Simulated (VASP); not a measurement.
# SrIr2 with r2SCAN: from relaxation to properties, part 3 of 6

Wanted: the relaxed cell of SrIr2 and its properties. The start is a computed cell from the Materials Project.

VASP 6.6.1; r2SCAN; plane waves and PAW (Sr_sv, Ir).

So far. Step 2 (Full relaxation (r2SCAN)): It ends with forces that vanish by symmetry and a pressure of 0.03 GPa. Step 3 (Density, ELF and potential (r2SCAN)): In this run the pressure is 0.01 GPa, small enough to go on; single stress components reach 0.01 GPa.

## Step 4: Bands along the symmetry lines (r2SCAN)

The mesh alone shows little of the dispersion and can miss band extrema, so KPOINTS_OPT adds a path through the symmetry points after the self-consistent cycle.

The input, INCAR:

```
SYSTEM = SrIr2
PREC = Accurate
ENCUT = 400
EDIFF = 1E-06
NELM = 100
ISMEAR = 1
SIGMA = 0.2
LREAL = .FALSE.
ALGO = Normal
METAGGA = R2SCAN
LASPH = .TRUE.
NBANDS = 44
LORBIT = 11
LWAVE = .FALSE.
LCHARG = .FALSE.
KPAR = 4
```

The input, POSCAR:

```
SrIr2
1.0
    0.0000000000      3.8544980170      3.8544980170
    3.8544980170      0.0000000000      3.8544980170
    3.8544980170      3.8544980170      0.0000000000
Sr Ir
2 4
Direct
    0.2500000000      0.2500000000      0.2500000000
    0.0000000000      0.0000000000      0.0000000000
    0.6250000000      0.1250000000      0.6250000000
    0.6250000000      0.6250000000      0.1250000000
    0.1250000000      0.6250000000      0.6250000000
    0.6250000000      0.6250000000      0.6250000000
```

The input, KPOINTS:

```
Automatic mesh
0
Gamma
6 6 6
0 0 0
```

The input, KPOINTS_OPT:

```
Line mode
16
Line-mode
Reciprocal
  0.00000000   0.00000000   0.00000000 GAMMA
  0.50000000   0.00000000   0.50000000 X

  0.50000000   0.00000000   0.50000000 X
  0.50000000   0.25000000   0.75000000 W

  0.50000000   0.25000000   0.75000000 W
  0.37500000   0.37500000   0.75000000 K

  0.37500000   0.37500000   0.75000000 K
  0.00000000   0.00000000   0.00000000 GAMMA

  0.00000000   0.00000000   0.00000000 GAMMA
  0.50000000   0.50000000   0.50000000 L

  0.50000000   0.50000000   0.50000000 L
  0.62500000   0.25000000   0.62500000 U

  0.62500000   0.25000000   0.62500000 U
  0.50000000   0.25000000   0.75000000 W

  0.50000000   0.25000000   0.75000000 W
  0.50000000   0.50000000   0.50000000 L

  0.50000000   0.50000000   0.50000000 L
  0.37500000   0.37500000   0.75000000 K

  0.62500000   0.25000000   0.62500000 U
  0.50000000   0.00000000   0.50000000 X
```

PAW data sets: Sr_sv and Ir (PBE family, release 64).

Command:

```
> mpirun -np 4 vasp_std
```

The program printed:

```text
[banner, memory and clock lines left out]
running    4 mpi-ranks, on    1 nodes
 distrk:  each k-point on    1 cores,    4 groups
 distr:  one band on    1 cores,    1 groups

 POSCAR found type information on POSCAR SrIr
 POSCAR found :  2 types and       6 ions
 [... a notice as in an earlier step ...]

 LDA part: xc-table for (None), standard interpolation
 POSCAR, INCAR and KPOINTS ok, starting setup
 FFT: planning ... GRIDC
 FFT: planning ... GRID_SOFT
 FFT: planning ... GRID
 WAVECAR not read
 entering main loop
       N       E                     dE             d eps       ncg     rms          rms(c)
DAV:   1     0.232755811346E+03    0.23276E+03   -0.22000E+04  1408   0.104E+03
DAV:   2    -0.229794229406E+03   -0.46255E+03   -0.43002E+03  1432   0.337E+02
DAV:   3    -0.259076545240E+03   -0.29282E+02   -0.28116E+02  1984   0.821E+01
DAV:   4    -0.261282234732E+03   -0.22057E+01   -0.21638E+01  2464   0.160E+01
DAV:   5    -0.261299182070E+03   -0.16947E-01   -0.16942E-01  1808   0.139E+00    0.538E+01
DAV:   6    -0.242662890043E+03    0.18636E+02   -0.29359E+01  2168   0.332E+01    0.118E+01
DAV:   7    -0.241732797091E+03    0.93009E+00   -0.42585E+00  2012   0.131E+01    0.983E+00
DAV:   8    -0.241746324682E+03   -0.13528E-01   -0.55857E-01  1988   0.350E+00    0.556E+00
DAV:   9    -0.241716827429E+03    0.29497E-01   -0.11187E-01  1816   0.229E+00    0.158E+00
DAV:  10    -0.241716254428E+03    0.57300E-03   -0.20123E-02  2088   0.922E-01    0.218E-01
DAV:  11    -0.241716357110E+03   -0.10268E-03   -0.20096E-03  1788   0.254E-01    0.129E-01
DAV:  12    -0.241716425346E+03   -0.68236E-04   -0.13943E-04  1960   0.686E-02    0.263E-02
DAV:  13    -0.241716427317E+03   -0.19708E-05   -0.10390E-05  1924   0.161E-02    0.721E-03
DAV:  14    -0.241716427282E+03    0.34783E-07   -0.81367E-07  1112   0.491E-03
   1 F= -.24171643E+03 E0= -.24171397E+03  d E =-.737302E-02
 Start KPOINTS_OPT (optional k-point list driver)
k-point batch [1-16\160]
       N       E                     dE             ncg
DAV:   1     0.608026873105E+04   -0.48744E+04     1408
DAV:   2    -0.143735287239E+04   -0.75176E+04     1416
DAV:   3    -0.187496249886E+04   -0.43761E+03     1944
DAV:   4    -0.189476593785E+04   -0.19803E+02     2320
DAV:   5    -0.189504896239E+04   -0.28302E+00     1924
DAV:   6    -0.189505474299E+04   -0.57806E-02     2056
DAV:   7    -0.189505498322E+04   -0.24023E-03     2132
DAV:   8    -0.189505498974E+04   -0.65183E-05     1736
DAV:   9    -0.189505499006E+04   -0.32724E-06     1160
[...]
k-point batch [145-160\160]
       N       E                     dE             ncg
DAV:   1     0.620129588441E+04   -0.14606E+05     1408
DAV:   2    -0.154667112438E+04   -0.77480E+04     1428
DAV:   3    -0.198892823458E+04   -0.44226E+03     1984
DAV:   4    -0.201040821498E+04   -0.21480E+02     2328
DAV:   5    -0.201057280217E+04   -0.16459E+00     1828
DAV:   6    -0.201057693243E+04   -0.41303E-02     1984
DAV:   7    -0.201057707543E+04   -0.14301E-03     2144
DAV:   8    -0.201057707788E+04   -0.24444E-05     1568
DAV:   9    -0.201057707802E+04   -0.14267E-06     1200
```

Wall time 5 min (4 MPI ranks of Intel Xeon Platinum 8259CL at 2.50GHz (Skylake/Cascade Lake), shared host); peak memory 1 GiB; 16 min of CPU time.

From OUTCAR (step 4):

```text
 Found     16 irreducible k-points:

   k-points           NKPTS =     16   k-points in BZ     NKDIM =     16   number of bands    NBANDS=     44

   NELECT =      56.0000    total number of electrons

 E-fermi :   5.9218

 k-point     1 :       0.0000    0.0000    0.0000
  band No.  band energies     occupation
    ...
     22       5.6024      2.04641
     23       5.6024      2.04641
     24       5.6024      2.04641
     25       5.7245      2.04725
     26       5.7245      2.04725
     27       6.9396     -0.00000
     28       6.9396     -0.00000
     29       7.2050     -0.00000
     30       7.3819     -0.00000
     31       7.3819     -0.00000
    ...

 k-point     2 :       0.1667    0.0000    0.0000
  band No.  band energies     occupation
    ...
     22       5.2402      2.00002
     23       5.2402      2.00002
     24       5.5758      2.03452
     25       5.6568      2.06824
     26       5.6568      2.06824
     27       6.1049     -0.02811
     28       6.5773     -0.00004
     29       6.5773     -0.00004
     30       7.3764     -0.00000
     31       7.6349     -0.00000
    ...

  Total        0.0055985      0.0055985      0.0055985      0.0000000     -0.0000000      0.0000000
  in kB        0.0783156      0.0783156      0.0783156      0.0000000     -0.0000000      0.0000000
  external PRESSURE =       0.0783156 kB  Pullay stress =       0.0000000 kB

 POSITION                                       TOTAL-FORCE (eV/Angst)
 -----------------------------------------------------------------------------------
      1.92725      1.92725      1.92725        -0.000000      0.000000     -0.000000
      0.00000      0.00000      0.00000         0.000000     -0.000000      0.000000
      2.89087      4.81812      2.89087         0.000000     -0.000000     -0.000000
      2.89087      2.89087      4.81812         0.000000     -0.000000     -0.000000
      4.81812      2.89087      2.89087         0.000000     -0.000000      0.000000
      4.81812      4.81812      4.81812         0.000000     -0.000000      0.000000
 -----------------------------------------------------------------------------------
    total drift:                                0.000000      0.000000      0.000000

  FREE ENERGIE OF THE ION-ELECTRON SYSTEM (eV)
  ---------------------------------------------------
  free  energy   TOTEN  =      -241.7164272823 eV

  energy  without entropy=     -241.7090542598  energy(sigma->0) =     -241.71396961

 total charge
# of ion       s       p       d       tot
------------------------------------------
    1        2.033   5.878   0.312   8.223
    2        2.033   5.878   0.312   8.223
    3        0.740   0.485   7.027   8.252
    4        0.740   0.485   7.027   8.252
    5        0.740   0.485   7.027   8.252
    6        0.740   0.485   7.027   8.252
--------------------------------------------------
tot          7.026  13.696  28.732  49.455

[... 8 parts as in an earlier step ...]

[... 5 further parts left out ...]
```

Spin-orbit coupling is off here; it can split and shift levels that hold much weight on Ir by tenths of an eV or more.

Numbers from this step:

* bands: 44
* pressure: 0.007832 GPa

Electronic bands along the path, in eV, zero at the Fermi level; # counts the bands kept in this run, so #1 is VASP's band 9:

```
          point    #17    #18    #19    #20    #21    #22   #23   #24
              Γ  -0.20  -0.20   1.02   1.02   1.28   1.46  1.46  1.46
0.53 of the way  -0.84  -0.84  -0.27   0.26   0.26   0.50  1.31  2.32
              X  -1.69  -1.69  -0.33  -0.33  -0.16  -0.16  2.09  2.09
0.53 of the way  -1.30  -1.30  -0.56  -0.56   0.09   0.09  1.91  1.91
              W  -0.90  -0.90  -0.83  -0.83   0.33   0.33  1.68  1.68
0.47 of the way  -1.10  -1.00  -0.81  -0.65   0.13   0.39  1.48  2.11
              K  -1.40  -1.18  -0.72  -0.60   0.00   0.35  1.40  2.52
0.53 of the way  -0.52  -0.45  -0.29   0.33   0.62   0.96  1.36  2.40
              Γ  -0.20  -0.20   1.02   1.02   1.28   1.46  1.46  1.46
0.53 of the way  -0.38  -0.32  -0.32   0.24   0.24   1.59  2.22  2.22
              L  -0.46  -0.46  -0.42   0.02   0.02   2.01  2.40  2.75
0.47 of the way  -0.73  -0.58  -0.51  -0.25   0.02   1.33  1.41  2.77
              U  -1.40  -1.18  -0.72  -0.60   0.00   0.35  1.40  2.52
0.47 of the way  -1.14  -1.02  -0.79  -0.64   0.11   0.38  1.46  2.19
              W  -0.90  -0.90  -0.83  -0.83   0.33   0.33  1.68  1.68
0.47 of the way  -0.95  -0.63  -0.60  -0.50   0.04   0.94  1.46  2.45
              L  -0.46  -0.46  -0.42   0.02   0.02   2.01  2.40  2.75
0.47 of the way  -0.73  -0.58  -0.51  -0.25   0.02   1.33  1.41  2.77
              K  -1.40  -1.18  -0.72  -0.60   0.00   0.35  1.40  2.52
      jump to U  -1.40  -1.18  -0.72  -0.60   0.00   0.35  1.40  2.52
0.53 of the way  -1.61  -1.52  -0.47  -0.41  -0.12   0.02  1.88  2.19
              X  -1.69  -1.69  -0.33  -0.33  -0.16  -0.16  2.09  2.09
```

Of the projections kept (Sr, Ir), the largest for each band there, as a share of the weight inside these atoms' spheres; weight between the spheres isn't counted:

```
point      #17      #18      #19      #20      #21      #22      #23      #24
    Γ  Ir 0.98  Ir 0.98  Sr 0.51  Sr 0.51  Ir 0.99  Ir 0.68  Ir 0.68  Ir 0.68
    X  Ir 0.94  Ir 0.94  Ir 0.99  Ir 0.99  Ir 0.99  Ir 0.99  Ir 0.72  Ir 0.72
    W  Ir 0.98  Ir 0.98  Ir 0.95  Ir 0.95  Ir 1.00  Ir 1.00  Ir 0.93  Ir 0.93
    K  Ir 0.97  Ir 0.95  Ir 0.98  Ir 0.97  Ir 1.00  Ir 1.00  Ir 0.95  Ir 0.73
    Γ  Ir 0.98  Ir 0.98  Sr 0.51  Sr 0.51  Ir 0.99  Ir 0.68  Ir 0.68  Ir 0.68
    L  Ir 0.99  Ir 0.99  Ir 1.00  Ir 1.00  Ir 1.00  Ir 0.88  Ir 1.00  Ir 0.62
```

There is no gap at this level.

## Step 5: Total and projected DOS (r2SCAN)

A density of states needs more k-points than a total energy, and tetrahedra (ISMEAR = -5) or a smearing that fits the mesh; LORBIT projects the states on the PAW spheres. The mesh is finer than in the run before.

Changes to INCAR since step 4:

```diff
@@ -5,3 +5,3 @@
 NELM = 100
-ISMEAR = 1
+ISMEAR = -5
 SIGMA = 0.2
@@ -16 +16,2 @@
 KPAR = 4
+NEDOS = 2001
```

POSCAR is that of step 4.

The input, KPOINTS:

```
Automatic mesh
0
Gamma
9 9 9
0 0 0
```

Command:

```
> mpirun -np 4 vasp_std
```

The program printed:

```text
[... set-up lines as in an earlier step ...]
 entering main loop
       N       E                     dE             d eps       ncg     rms          rms(c)
DAV:   1     0.232099855883E+03    0.23210E+03   -0.22062E+04  3080   0.104E+03
DAV:   2    -0.229855102522E+03   -0.46195E+03   -0.43018E+03  3104   0.336E+02
DAV:   3    -0.259040485011E+03   -0.29185E+02   -0.27949E+02  4344   0.815E+01
DAV:   4    -0.261269716241E+03   -0.22292E+01   -0.21884E+01  5360   0.164E+01
DAV:   5    -0.261288136139E+03   -0.18420E-01   -0.18411E-01  3988   0.147E+00    0.538E+01
DAV:   6    -0.242670372465E+03    0.18618E+02   -0.30772E+01  4832   0.333E+01    0.118E+01
DAV:   7    -0.241720209533E+03    0.95016E+00   -0.42408E+00  4436   0.131E+01    0.983E+00
DAV:   8    -0.241730980088E+03   -0.10771E-01   -0.54045E-01  4320   0.335E+00    0.561E+00
DAV:   9    -0.241704757932E+03    0.26222E-01   -0.10345E-01  4068   0.220E+00    0.161E+00
DAV:  10    -0.241703737286E+03    0.10206E-02   -0.22638E-02  4484   0.998E-01    0.210E-01
DAV:  11    -0.241703729059E+03    0.82267E-05   -0.27071E-03  3864   0.304E-01    0.133E-01
DAV:  12    -0.241703764484E+03   -0.35426E-04   -0.13592E-04  4440   0.714E-02    0.243E-02
DAV:  13    -0.241703774516E+03   -0.10031E-04   -0.17138E-05  4108   0.219E-02    0.593E-03
DAV:  14    -0.241703773486E+03    0.10303E-05   -0.83129E-07  2716   0.496E-03    0.353E-03
DAV:  15    -0.241703773218E+03    0.26774E-06   -0.19446E-07  1932   0.279E-03
   1 F= -.24170377E+03 E0= -.24170377E+03  d E =0.000000E+00
 -----------------------------------------------------------------------------
|                                                                             |
|           W    W    AA    RRRRR   N    N  II  N    N   GGGG   !!!           |
|           W    W   A  A   R    R  NN   N  II  NN   N  G    G  !!!           |
|           W    W  A    A  R    R  N N  N  II  N N  N  G       !!!           |
|           W WW W  AAAAAA  RRRRR   N  N N  II  N  N N  G  GGG   !            |
|           WW  WW  A    A  R   R   N   NN  II  N   NN  G    G                |
|           W    W  A    A  R    R  N    N  II  N    N   GGGG   !!!           |
|                                                                             |
|     Tetrahedron method does not include variations of the Fermi             |
|     occupations, so forces and stress will be inaccurate. We suggest        |
|     using a different smearing scheme ISMEAR = 1 or 2 for metals in         |
|     relaxations.                                                            |
|                                                                             |
 -----------------------------------------------------------------------------
```

Elapsed: 2.1 min, on 4 MPI ranks; peak memory 1.1 GiB.

Parts of OUTCAR (step 5):

```text
   k-points           NKPTS =     35   k-points in BZ     NKDIM =     35   number of bands    NBANDS=     44

   NELECT =      56.0000    total number of electrons

 E-fermi :   5.9352

 k-point     1 :       0.0000    0.0000    0.0000
  band No.  band energies     occupation
    ...
     22       5.5889      2.00000
     23       5.5889      2.00000
     24       5.5889      2.00000
     25       5.7131      2.00000
     26       5.7131      2.00000
     27       6.9379      0.00000
     28       6.9379      0.00000
     29       7.2091      0.00000
     30       7.3801      0.00000
     31       7.3801      0.00000
    ...

  Total        0.0430011      0.0430011      0.0430011      0.0000000      0.0000000      0.0000000
  in kB        0.6015285      0.6015285      0.6015285      0.0000000      0.0000000      0.0000000
  external PRESSURE =       0.6015285 kB  Pullay stress =       0.0000000 kB

 POSITION                                       TOTAL-FORCE (eV/Angst)
 -----------------------------------------------------------------------------------
      1.92725      1.92725      1.92725         0.000000      0.000000      0.000000
      0.00000      0.00000      0.00000        -0.000000     -0.000000     -0.000000
      2.89087      4.81812      2.89087         0.000000      0.000000      0.000000
      2.89087      2.89087      4.81812         0.000000      0.000000      0.000000
      4.81812      2.89087      2.89087         0.000000      0.000000      0.000000
      4.81812      4.81812      4.81812         0.000000      0.000000      0.000000
 -----------------------------------------------------------------------------------
    total drift:                                0.000000      0.000000      0.000000

  FREE ENERGIE OF THE ION-ELECTRON SYSTEM (eV)
  ---------------------------------------------------
  free  energy   TOTEN  =      -241.7037732178 eV

  energy  without entropy=     -241.7037732178  energy(sigma->0) =     -241.70377322

[... 7 parts as in an earlier step ...]

[... 9 further parts left out ...]
```

The DOS at the Fermi level is high for the number of transition-metal atoms. It is one value on this mesh and may be a narrow spike; if it stands, a magnetic instability is possible, which a run without spin can't show. With tetrahedra the forces and stress of a metal are not exact derivatives of the energy.

Numbers from this step:

```yaml
scf_cycles: 15
irreducible_k_points: 35
free_energy_toten: -241.7038 eV
fermi_energy: 5.935 eV
pressure: 0.06015 GPa
dos_at_the_fermi_level_one_point_of_the_energy_grid: 10.69 states/eV/cell
```

The density of states has structure finer than the step of the table below, so its rows give means over 0.5 eV, whole bins alone (the curve runs from -12.0 to 2.36 eV). Peaks (eV: height): total -3.67: 10.0, -3.37: 11.4, -3.00: 12.5, -0.51: 13.9; Ir d -3.37: 8.76, -3.00: 9.06, -0.51: 12.0, 0.02: 7.99; Ir p -2.62: 0.558, -2.24: 0.683, -1.79: 0.569, 1.38: 1.29; Ir s -6.99: 0.688, -5.18: 0.987, -4.05: 0.69, -2.24: 0.586; Sr d -3.00: 0.227, -1.19: 0.192, -0.58: 0.193, 1.38: 0.369.

States under -12.0 eV and over 2.4 eV are left out. The density of states by energy, zero at the Fermi level; means over each step; values in states/eV/cell:

```
energy (eV)   total     Ir d     Ir p    Ir s     Sr d     Sr p
       -9.0       0        0        0       0        0        0
       -8.5  0.0271  0.00662   1.6e-4  0.0153        0   7.6e-5
       -8.0   0.320   0.0829  0.00715   0.173   2.8e-5  0.00231
       -7.5   0.647    0.185   0.0277   0.326   8.8e-4  0.00808
       -7.0    1.27    0.408   0.0754   0.586  0.00371   0.0200
       -6.5    1.20    0.390   0.0936   0.524  0.00628   0.0189
       -6.0   0.535    0.174   0.0478   0.225  0.00408  0.00800
       -5.5    1.04    0.461   0.0692   0.317   0.0158  0.00910
       -5.0    4.42     2.55    0.184   0.880   0.0588   0.0264
       -4.5    4.56     3.09    0.142   0.480   0.0474   0.0298
       -4.0    6.76     4.62    0.288   0.528   0.0677   0.0725
       -3.5    9.13     6.86    0.302   0.292    0.123   0.0842
       -3.0    8.52     6.14    0.380   0.341    0.142    0.125
       -2.5    7.54     5.24    0.489   0.307    0.146    0.106
       -2.0    7.70     5.32    0.534   0.271    0.161    0.104
       -1.5    6.97     4.85    0.483   0.226    0.167   0.0943
       -1.0    6.91     5.20    0.339   0.203    0.138   0.0769
       -0.5    9.93     8.38    0.321   0.104    0.135   0.0365
        0.0    5.14     4.37    0.267  0.0412   0.0506  0.00799
        0.5    2.21     1.65    0.241  0.0197   0.0466  0.00796
        1.0    2.47     1.44    0.401  0.0370    0.106   0.0218
        1.5    4.13     2.07    0.750  0.0723    0.227   0.0457
        2.0    1.48    0.513    0.309  0.0228    0.130   0.0395
```

The finer mesh and the other smearing move the Fermi level by +0.01 eV from the 6×6×6 run, a small shift, which tests the Fermi level alone. Of the states within 0.3 eV of the Fermi level, the largest shares in the PAW spheres are Ir d 84 % and Ir p 6 %. The rest lies in smaller channels or between the spheres.

(Part 3 of 6 ends here.)

[Lines on the potential files, build, host, timing and source positions are cut from VASP's logs without a mark.]

[Logs are printed without paths, hosts, clocks, repeated set-up lines and the standing remarks that a program may print on its own settings, such as how far it seeks lower states.]

[Hosts, paths, dates, database ids (printed as entryN), source tags and the programs' standing remarks are cut or masked in the printed files.]

[A measured line is paired with the nearest computed mode of its activity, which favours agreement.]

[In band tables of VASP the shares of atoms and orbitals are scaled to a sum of 1 inside the atoms' spheres.]
